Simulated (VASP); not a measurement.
Consider the following.

```yaml
crystal:
  lattice:
    - [0.00000, 2.23500, 2.23500]
    - [2.23500, 0.00000, 2.23500]
    - [2.23500, 2.23500, 0.00000]
  atoms:
    - { symbol: Nb, position: [0.00000, 0.00000, 0.00000] }
    - { symbol: C, position: [0.50000, 0.50000, 0.50000] }
```

The numbers are results of PBE GGA, VASP's PBE PAW potentials (set 64) (plane waves; VASP), not measurements. Run with 520 eV cut-off, 11×11×11 Γ-centred mesh, first-order Methfessel-Paxton smearing of 0.10 eV, potentials Nb_sv C.

Task: Estimate the energy per atom (σ→0), pressure, band gap (on the k-mesh) with the smallest direct gap where there is one.

Result: 
- band gap (on the k-mesh) = none (metal, semimetal or under 0.01 eV)
- energy per atom (σ→0) = -10.272 eV/atom
- pressure = 2.58 GPa

Total energies compare only between runs with the same potentials, cut-off and functional.

The compound is NbC in the rock salt structure. The cell was not relaxed at this level. The electron count is odd and the run is not spin-polarised, which forces a metal.
